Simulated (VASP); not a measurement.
Energy against volume of ZnS (zinc blende). All values below come from r2SCAN+rVV10, VASP's PBE PAW potentials (set 64) (plane waves; VASP 6.6.1). Run with 520 eV cut-off, 9×9×9 Γ-centred mesh, Gaussian smearing of 0.050 eV, potentials Zn S.

| V (Å³/atom) | E (eV/atom) |
|---|---|
| 18.177 | -9.15966 |
| 18.757 | -9.17505 |
| 19.337 | -9.17994 |
| 19.917 | -9.17621 |

**Question.** Fit these four points and predict the energy of the run at 20.497 Å³/atom.

**Answer.** A cubic in V^(−2/3), the third-order Birch-Murnaghan form, passes through the four points with V0 = 19.36 Å³/atom and B0 = 79 GPa, and gives -9.1654 eV/atom there. The run gave -9.1647 eV/atom, +0.7 meV/atom from the fit; all five points give B0 = 81 GPa.

The compound is ZnS in the zinc blende structure. It was relaxed first.
